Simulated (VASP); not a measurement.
Write the native input for VASP 6.6.1 that does the following.

* Task: single point
* Functional: r2SCAN
* Potentials or basis: VASP PAW PBE potentials, release 64 (Fe, O)
* Cutoff: 520 eV
* k mesh: 8 × 8 × 8
* Occupations: gaussian, width 0.05 eV
* Spin: collinear spin, ferromagnetic start
* Starting moments: [3.0, 0.0] μB
* Fixed moment: 4 μB
* Hubbard terms: Fe d U = 2 eV
* Further INCAR settings: ALGO = Normal; EDIFF = 1e-06; NBANDS = 18

The structure of FeO lies in POSCAR:

```
FeO
1.0
    0.0000000000      2.1554001600      2.1554001600
    2.1554001600      0.0000000000      2.1554001600
    2.1554001600      2.1554001600      0.0000000000
Fe O
1 1
Direct
    0.0000000000      0.0000000000      0.0000000000
    0.5000000000      0.5000000000      0.5000000000
```

One way to write it, as run:

INCAR

```
SYSTEM = FeO
PREC = Accurate ; ENCUT = 520
EDIFF = 1E-6 ; ISMEAR = 0
SIGMA = 0.05 ; LREAL = .FALSE.
LASPH = .TRUE. ; NELM = 100
ALGO = Normal ; ISIF = 2
LWAVE = .FALSE. ; LCHARG = .FALSE.
ISPIN = 2 ; MAGMOM = 3 0
LORBIT = 11 ; NUPDOWN = 4
LMAXMIX = 4 ; LDAU = .TRUE.
LDAUTYPE = 2 ; LDAUL = 2 -1
LDAUU = 2 0 ; LDAUJ = 0 0
LDAUPRINT = 1 ; METAGGA = R2SCAN
LMIXTAU = .TRUE. ; NBANDS = 18
```

KPOINTS

```
Automatic mesh
0
G
  8 8 8
  0 0 0
```

Potentials or basis: VASP PAW PBE potentials, release 64 (Fe, O).

Command:

```sh
$ cat potpaw_PBE.64/Fe/POTCAR potpaw_PBE.64/O/POTCAR > POTCAR
$ mpirun -np 1 vasp_std > vasp.out
```

It gave:

```
Pressure                                              : -5.9 GPa
Net moment                                            : 4.00 μB per cell
Site moments                                          : Fe +3.77; O +0.23 μB
Valence electrons inside the program's atomic spheres : Fe 6.70; O 5.05
```

Caveat: the PAW data sets were made with another functional, which shifts forces and pressure a little; the total moment is fixed, so each spin has its own Fermi level; a cell with one magnetic atom can't hold antiferromagnetic order, which such compounds often take.

It took 30 s on 1 thread of Intel(R) Xeon(R) 6975P-C (Granite Rapids), with other jobs on the host, peak memory 0.16 GiB.
